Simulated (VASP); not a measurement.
Calculation: PBE GGA, VASP's PBE PAW potentials (set 64) (plane waves; VASP 6.6.1).

A VASP calculation is set up with these files.

### INCAR
```
! general
SYSTEM  = MnO
PREC    = Accurate
ENCUT   = 400   ! plane-wave cut-off (eV)
LREAL   = .FALSE.   ! projection in real space or not
LASPH   = .TRUE.   ! aspherical one-centre terms

! electronic loop
EDIFF   = 1E-6
NELM    = 100
ALGO    = Normal
LMAXMIX = 4

! smearing
ISMEAR  = -1   ! Fermi-Dirac
SIGMA   = 0.05   ! width (eV)

! functional
GGA     = PE   ! PBE

! spin
ISPIN   = 2   ! spin-polarised
MAGMOM  = 5.0 -5.0 2*0.0

! ions
ISIF    = 2   ! forces and stress, cell fixed

! output
LWAVE   = .FALSE.
LCHARG  = .FALSE.
LORBIT  = 11   ! lm-projected
```

File KPOINTS:
```
Automatic mesh
0
Gamma
5 5 5
0 0 0
```

File POSCAR:
```
MnO
1
    4.4804040000     2.2402020000     2.2402020000
    2.2402020000     4.4804040000     2.2402020000
    2.2402020000     2.2402020000     4.4804040000
Mn O
2 2
Direct
  0.0000000000   0.0000000000   0.0000000000
  0.5000000000   0.5000000000   0.5000000000
  0.2500000000   0.2500000000   0.2500000000
  0.7500000000   0.7500000000   0.7500000000
```

POTCAR, in this order: Mn_pv O (PBE.64 set). Program: vasp_std.

What VASP printed:

**OSZICAR**
```
       N       E                     dE             d eps       ncg     rms          rms(c)
DAV:   1     0.392870272830E+03    0.39287E+03   -0.19703E+04  1876   0.171E+03
DAV:   2     0.500516882315E+01   -0.38787E+03   -0.38063E+03  1825   0.498E+02
DAV:   3    -0.368912793269E+02   -0.41896E+02   -0.41298E+02  2367   0.157E+02
DAV:   4    -0.378058814738E+02   -0.91460E+00   -0.90393E+00  1937   0.247E+01
DAV:   5    -0.378220312442E+02   -0.16150E-01   -0.16146E-01  2120   0.359E+00    0.192E+01
DAV:   6    -0.331075155390E+02    0.47145E+01   -0.44154E+01  2368   0.533E+01    0.158E+01
DAV:   7    -0.331460600896E+02   -0.38545E-01   -0.38240E+00  1990   0.217E+01    0.101E+01
DAV:   8    -0.331321821938E+02    0.13878E-01   -0.11061E+00  2116   0.760E+00    0.534E+00
DAV:   9    -0.331138762887E+02    0.18306E-01   -0.11880E-01  2322   0.442E+00    0.950E-01
DAV:  10    -0.331187414920E+02   -0.48652E-02   -0.35344E-02  2071   0.125E+00    0.374E-01
DAV:  11    -0.331185415662E+02    0.19993E-03   -0.35541E-03  2015   0.435E-01    0.105E-01
DAV:  12    -0.331187319197E+02   -0.19035E-03   -0.83015E-05  1902   0.845E-02    0.384E-02
DAV:  13    -0.331187565802E+02   -0.24660E-04   -0.26899E-05  1874   0.491E-02    0.144E-02
DAV:  14    -0.331187615806E+02   -0.50005E-05   -0.55354E-06  1833   0.244E-02    0.780E-03
DAV:  15    -0.331187617012E+02   -0.12054E-06   -0.98598E-07   965   0.819E-03
   1 F= -.33118762E+02 E0= -.33118755E+02  d E =-.126283E-04  mag=    -0.0000
```

OUTCAR:
```
------------------------ aborting loop because EDIFF is reached ----------------------------------------
  FORCE on cell =-STRESS in cart. coord.  units (eV):
  Direction    XX          YY          ZZ          XY          YZ          ZX
  --------------------------------------------------------------------------------------
  Total       -2.5337793     -2.5337793     -2.5337793     -0.4458835     -0.4458835     -0.4458835
  in kB      -90.2729902    -90.2729902    -90.2729902    -15.8858507    -15.8858507    -15.8858507
  external PRESSURE =     -90.2729902 kB  Pullay stress =       0.0000000 kB
  volume of cell :       44.97
      direct lattice vectors                 reciprocal lattice vectors
     4.480404000  2.240202000  2.240202000     0.334791238 -0.111597079 -0.111597079
     2.240202000  4.480404000  2.240202000    -0.111597079  0.334791238 -0.111597079
     2.240202000  2.240202000  4.480404000    -0.111597079 -0.111597079  0.334791238
 POSITION                                       TOTAL-FORCE (eV/Angst)
 -----------------------------------------------------------------------------------
      0.00000      0.00000      0.00000        -0.000000      0.000000      0.000000
      4.48040      4.48040      4.48040        -0.000000      0.000000     -0.000000
      2.24020      2.24020      2.24020         0.000000      0.000000     -0.000000
      6.72061      6.72061      6.72061         0.000000     -0.000000      0.000000
 -----------------------------------------------------------------------------------
    total drift:                                0.000000     -0.000000      0.000000
  FREE ENERGIE OF THE ION-ELECTRON SYSTEM (eV)
  ---------------------------------------------------
  free  energy   TOTEN  =       -33.1187617012 eV

  energy  without entropy=      -33.1187490729  energy(sigma->0) =      -33.11875539

 total charge

# of ion       s       p       d       tot
------------------------------------------
    1        0.195   6.167   4.968  11.331
    2        0.195   6.167   4.968  11.331
    3        1.586   3.421   0.000   5.007
    4        1.586   3.421   0.000   5.007
--------------------------------------------------
tot          3.562  19.176   9.937  32.675

 magnetization (x)

# of ion       s       p       d       tot
------------------------------------------
    1        0.016   0.016   4.319   4.351
    2       -0.016  -0.016  -4.319  -4.351
    3        0.000   0.000   0.000   0.000
    4        0.000   0.000   0.000   0.000
--------------------------------------------------
tot          0.000   0.000   0.000   0.000
```
(Selected blocks of OUTCAR.)

At this cut-off the stress carries a Pulay error, which pulls relaxed volumes low.

The structure is a typed MnO crystal (Fm-3m). The cell was not relaxed at this level. The k-mesh is coarse (spacing up to 0.47 per Å, 2π included), so the numbers may not be converged in it.
